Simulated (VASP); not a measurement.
Consider the following.

```xyz
1
Lattice="-1.6544 1.6544 1.6544 1.6544 -1.6544 1.6544 1.6544 1.6544 -1.6544" Properties=species:S:1:pos:R:3 pbc="T T T"
Ta     0.0000     0.0000     0.0000
```

All values below come from SCAN meta-GGA, VASP's PBE PAW potentials (set 64) (plane waves; VASP). Numerical set-up: 520 eV cut-off, 16×16×16 Γ-centred mesh, first-order Methfessel-Paxton smearing of 0.10 eV, potentials Ta_pv.

### Question
The job: Ta (bcc), 1 atom, SCAN, static run, 520 eV, 16×16×16 Γ-centred mesh. Roughly how much core time does it take on a busy server core?

### Answer
About 60 core-seconds (one run on a shared machine, a rough figure). It had 145 irreducible k-points, 9 bands, up to 496 plane waves and 27 electronic steps.

The compound is Ta in the bcc structure. This cell is one point of a volume scan, at 1.03 of the reference volume.
